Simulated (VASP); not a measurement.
Runs of VASP 6.6.1 on TeRu. It takes space group F-43m (No. 216, cubic). Conventional cell: a = 6.228 Å, b = 6.228 Å, c = 6.228 Å, α = 90.00°, β = 90.00°, γ = 90.00°. Ru (site symmetry -43m) has 4 Te at 2.70 Å as nearest neighbours. Around Te (site symmetry -43m) lie 4 Ru at 2.70 Å. The cell comes from a database or a generator and needn't be the stable form of this composition.

```tsv
level	spin	U	fixed moment (μB)	further INCAR settings	gap on the mesh (eV)	pressure (GPa)	moment (μB)
r2SCAN+U	collinear, random start	Ru d U = 6 eV	-	ALGO = Normal; EDIFF = 1e-07	none	2.7	2.00
PBEsol+U	collinear, ferromagnetic start	Ru d U = 2 eV	-	ALGO = Normal; EDIFF = 1e-07	none	(b)	0.82
r2SCAN+U	collinear, ferromagnetic start	Ru d U = 6 eV	3	ALGO = Normal; EDIFF = 1e-07	-	0.5	3.00
r2SCAN	collinear, ferromagnetic start	-	2	ALGO = Normal; EDIFF = 1e-06	-	(a)	2.00
r2SCAN+U	collinear, zero start	Ru d U = 6 eV	-	ALGO = Normal; EDIFF = 1e-06	none	-9.7	0.00
```

Alike in all rows: task single point; potentials or basis VASP PAW PBE potentials, release 64 (Ru_pv, Te); cell as given; k mesh 5 × 5 × 5; cutoff (eV) 520; smearing gaussian 0.05 eV.

Question: Estimate the missing entries.

Answer: (a) -6.6; (b) -12.3.

Caveats: the PAW data sets were made with another functional, which shifts forces and pressure a little; the U is typed as a test and isn't derived for this compound (some runs); the total moment is fixed, so each spin has its own Fermi level (some runs); the moment is held away from its start (some runs).

A k mesh can miss the band edges, and the runs leave out spin-orbit coupling on Ru, Te.

A gap of «none» marks a metal or a gap under the smearing width.
